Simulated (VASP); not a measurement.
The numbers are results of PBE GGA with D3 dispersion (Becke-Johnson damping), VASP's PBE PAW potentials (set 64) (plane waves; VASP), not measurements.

VASP ran on this input.

**POSCAR**
```
AuZn
3.170310
  0.9999999386   0.0000000000   0.0000000000
  0.0000000000   0.9999999386   0.0000000000
  0.0000000000   0.0000000000   0.9999999386
Zn Au
1 1
Cart
  0.4999999693   0.4999999693   0.4999999693
  0.0000000000   0.0000000000   0.0000000000
```

**INCAR**
```
ALGO = Normal
EDIFF = 1E-7
ENCUT = 520
GGA = PE
ISIF = 2
ISMEAR = 1
IVDW = 12
LASPH = .TRUE.
LCHARG = .FALSE.
LMAXMIX = 6
LREAL = .FALSE.
LWAVE = .FALSE.
NELM = 100
PREC = Accurate
SIGMA = 0.1
SYSTEM = AuZn
```

**KPOINTS**
```
Automatic mesh
0
Gamma
12 12 12
0 0 0
```

POTCAR, in this order: Zn Au (PBE.64 set). Program: vasp_std.

The run wrote:

File OSZICAR:
```
       N       E                     dE             d eps       ncg     rms          rms(c)
DAV:   1     0.124408648527E+03    0.12441E+03   -0.11843E+04  2600   0.198E+03
DAV:   2    -0.127981091452E+01   -0.12569E+03   -0.12209E+03  2667   0.338E+02
DAV:   3    -0.516949374432E+01   -0.38897E+01   -0.38758E+01  3010   0.686E+01
DAV:   4    -0.519320067721E+01   -0.23707E-01   -0.23706E-01  2989   0.472E+00
DAV:   5    -0.519346475970E+01   -0.26408E-03   -0.26408E-03  3031   0.502E-01    0.808E+00
DAV:   6    -0.478112486509E+01    0.41234E+00   -0.14531E+00  2583   0.144E+01    0.518E+00
DAV:   7    -0.475672022832E+01    0.24405E-01   -0.33989E-02  3379   0.400E+00    0.278E+00
DAV:   8    -0.474869588115E+01    0.80243E-02   -0.96790E-03  2949   0.119E+00    0.139E-01
DAV:   9    -0.474872834451E+01   -0.32463E-04   -0.39571E-04  2842   0.233E-01    0.741E-02
DAV:  10    -0.474874051425E+01   -0.12170E-04   -0.45330E-05  3132   0.132E-01    0.169E-02
DAV:  11    -0.474874038964E+01    0.12461E-06   -0.13932E-05  2933   0.966E-02    0.362E-03
DAV:  12    -0.474874034191E+01    0.47733E-07   -0.34941E-07  2761   0.132E-02
   1 F= -.58164730E+01 E0= -.58163421E+01  d E =-.392557E-03
```

**OUTCAR**
```
------------------------ aborting loop because EDIFF is reached ----------------------------------------
 Edisp (eV)   -1.06773
  FORCE on cell =-STRESS in cart. coord.  units (eV):
  Direction    XX          YY          ZZ          XY          YZ          ZX
  --------------------------------------------------------------------------------------
  Total      -0.73267    -0.73267    -0.73267     0.00000     0.00000    -0.00000
  in kB     -36.83965   -36.83965   -36.83965     0.00000     0.00000    -0.00000
  external pressure =      -36.84 kB  Pullay stress =        0.00 kB
  volume of cell :       31.86
      direct lattice vectors                 reciprocal lattice vectors
     3.170309805  0.000000000  0.000000000     0.315426586  0.000000000  0.000000000
     0.000000000  3.170309805  0.000000000     0.000000000  0.315426586  0.000000000
     0.000000000  0.000000000  3.170309805     0.000000000  0.000000000  0.315426586
 POSITION                                       TOTAL-FORCE (eV/Angst)
 -----------------------------------------------------------------------------------
      1.58515      1.58515      1.58515         0.000000      0.000000      0.000000
      0.00000      0.00000      0.00000         0.000000      0.000000      0.000000
 -----------------------------------------------------------------------------------
    total drift:                                0.000000      0.000000     -0.000000
  FREE ENERGIE OF THE ION-ELECTRON SYSTEM (eV)
  ---------------------------------------------------
  free  energy   TOTEN  =        -5.8164729540 eV

  energy  without entropy=       -5.8160803966  energy(sigma->0) =       -5.81634210
```
(Selected blocks of OUTCAR.)

The compound is AuZn in the CsCl type structure. This cell is one point of a volume scan, at 1.03 of the reference volume. The electron count is odd and the run is not spin-polarised, which forces a metal.
